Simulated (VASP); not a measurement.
VASP input:

File POSCAR:
```
Pd
1
    0.0000000000     1.9688356046     1.9688356046
    1.9688356046     0.0000000000     1.9688356046
    1.9688356046     1.9688356046     0.0000000000
Pd
1
Direct
  0.0000000000   0.0000000000   0.0000000000
```

File KPOINTS:
```
Automatic mesh
0
gamma
  16 16 16
0 0 0
```

INCAR:
```
AGGAC=0.0
ALGO=Normal
EDIFF=1E-7
ENCUT=520
GGA=BO
ISIF=2
ISMEAR=1
LASPH=.TRUE.
LCHARG=.FALSE.
LMAXMIX=4
LREAL=.FALSE.
LUSE_VDW=.TRUE.
LWAVE=.FALSE.
NELM=100
PARAM1=0.1833333333
PARAM2=0.22
PREC=Accurate
SIGMA=0.1
SYSTEM=Pd
```

POTCAR, in this order: Pd (PBE.64 set). Program: vasp_std.

**Question.** Translate this optB88-vdW calculation to Quantum ESPRESSO's pw.x.

**Answer.** One equivalent input (not run):
```
&CONTROL
  calculation = 'scf'
  pseudo_dir = './pseudo'
  outdir = './out'
  tprnfor = .true.
  tstress = .true.
/
&SYSTEM
  ibrav = 0
  nat = 1
  ntyp = 1
  ecutwfc = 82
  occupations = 'smearing'
  smearing = 'methfessel-paxton'
  degauss = 0.00735
  input_dft = 'vdw-df-obk8'
/
&ELECTRONS
  conv_thr = 7.3e-09
  electron_maxstep = 100
/
ATOMIC_SPECIES
  Pd 106.420 Pd.upf
CELL_PARAMETERS angstrom
     0.0000000    1.9688356    1.9688356
     1.9688356    0.0000000    1.9688356
     1.9688356    1.9688356    0.0000000
ATOMIC_POSITIONS crystal
  Pd   0.0000000  0.0000000  0.0000000
K_POINTS automatic
  16 16 16 0 0 0
```
The two are equivalent in intent, not identical: the potentials are each code's own (VASP's PAW set, PseudoDojo norm-conserving files in pw.x), so ENCUT and ecutwfc are chosen apart and not converted; conv_thr bounds pw.x's estimated SCF error, while EDIFF bounds the energy change between steps.

The compound is Pd in the fcc structure. It was relaxed first.
